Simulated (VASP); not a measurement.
```yaml
crystal:
  lattice:
    - [0.00000, 2.99865, 2.99865]
    - [2.99865, 0.00000, 2.99865]
    - [2.99865, 2.99865, 0.00000]
  atoms:
    - { symbol: Ga, position: [0.00000, 0.00000, 0.00000] }
    - { symbol: Sb, position: [0.25000, 0.25000, 0.25000] }
```

All values below come from revTPSS meta-GGA, VASP's PBE PAW potentials (set 64) (plane waves; VASP). Numerical set-up: 520 eV cut-off, 8×8×8 Γ-centred mesh, Gaussian smearing of 0.050 eV, potentials Ga_d Sb.

**Question.** The job: GaSb (zinc blende), 2 atoms, revTPSS, static run, 520 eV, 8×8×8 Γ-centred mesh. Roughly how much core time does it take on a busy server core?

**Answer.** About 50 core-seconds (one run on a shared machine, a rough figure). It had 29 irreducible k-points, 13 bands, up to 1475 plane waves and 23 electronic steps.

The compound is GaSb in the zinc blende structure. This cell is one point of a volume scan, at 0.94 of the reference volume.
